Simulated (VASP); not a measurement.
Wanted: the native input for a VASP 6.6.1 run.

* Task: relaxation of cell and atoms
* Functional: PBE
* Potentials or basis: VASP PAW PBE potentials, release 64 (Sn_d, P)
* Cutoff: 520 eV
* k mesh: 3 × 3 × 3
* Occupations: gaussian, width 0.15 eV
* Spin: no spin polarisation
* Further INCAR settings: PREC = Normal; ALGO = Fast; EDIFF = 0.0001; IBRION = 2; EDIFFG = -0.08; NSW = 24; ISIF = 3

The structure of Sn3P2 lies in POSCAR:

```
Sn3P2
1.0
    4.9505201300      0.0000000000      0.0000000000
   -2.4752600600      4.2872761900      0.0000000000
    0.0000000000      0.0000000000      6.0790739700
Sn P
3 2
Direct
    0.0000000000      0.0000000000      0.0000000000
    0.3333333300      0.6666666700      0.6449289300
    0.6666666700      0.3333333300      0.3550710700
    0.3333333300      0.6666666700      0.1568725000
    0.6666666700      0.3333333300      0.8431275000
```

The cell was built by a generator and needn't be a form met in nature.

One way to write it, as run:

INCAR

```
SYSTEM = Sn3P2
ALGO     = Fast           ! electronic algorithm
EDIFF    = 1E-4           ! SCF threshold, eV
EDIFFG   = -0.08          ! ionic threshold
ENCUT    = 520            ! plane-wave cutoff, eV
GGA      = PE             ! functional
IBRION   = 2              ! ionic algorithm
ISIF     = 3              ! what is computed and relaxed
ISMEAR   = 0              ! smearing method
LASPH    = .True.         ! aspherical terms in the spheres
LCHARG   = .False.        ! write CHGCAR
LREAL    = .False.        ! projectors in reciprocal space
LWAVE    = .False.        ! write WAVECAR
NELM     = 60             ! most SCF steps
NSW      = 24             ! ionic steps
PREC     = Normal         ! precision mode
SIGMA    = 0.15           ! smearing width, eV
```

KPOINTS

```
k-points
0
Gamma
  3 3 3
  0 0 0
```

Potentials or basis: VASP PAW PBE potentials, release 64 (Sn_d, P).

Command:

```bash
$ cat potpaw_PBE.64/Sn_d/POTCAR potpaw_PBE.64/P/POTCAR > POTCAR
$ mpirun -np 1 vasp_std > vasp.out
```

It gave:

* Relaxed volume: 25.08 Å³/atom
* Relaxed cell: a = 5.014 Å, b = 5.014 Å, c = 5.761 Å, α = 90.00°, β = 90.00°, γ = 120.00°
* Space group after relaxing (to 0.05 Å): P-3m1 (No. 164)
* Energy gained by relaxing: 134.8 meV/atom
* Ionic steps: 12
* Pressure after relaxing: 0.2 GPa
* Largest force after relaxing: 0.077 eV/Å
* Band gap on the k mesh: none (metal or under the smearing width)

Caveat: the k mesh is coarse (spacing up to 0.49 Å⁻¹), so the values aren't converged; the relaxation stopped at a loose force limit of 0.08 eV/Å, so its end isn't a converged minimum.

It took 81 s on 1 thread of AMD EPYC 9R14 (Zen 4) (shared host), peak memory 0.15 GiB.
